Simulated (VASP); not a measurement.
Energy against volume of CsCl (CsCl type). All values below come from r2SCAN meta-GGA, VASP's PBE PAW potentials (set 64) (plane waves; VASP). Numerical set-up: 520 eV cut-off, 7×7×7 Γ-centred mesh, Gaussian smearing of 0.050 eV, potentials Cs_sv Cl.

| V (Å³/atom) | E (eV/atom) |
|---|---|
| 34.489 | -17.76032 |
| 35.555 | -17.76250 |
| 36.622 | -17.76098 |
| 37.689 | -17.75640 |

### Question
Fit these four points and predict the energy of the run at 33.422 Å³/atom.

### Answer
A cubic in V^(−2/3), the third-order Birch-Murnaghan form, passes through the four points with V0 = 35.62 Å³/atom and B0 = 18 GPa, and gives -17.7537 eV/atom there. The run gave -17.7537 eV/atom, -0.0 meV/atom from the fit; all five points give B0 = 18 GPa.

The compound is CsCl in the CsCl type structure. It was relaxed first.
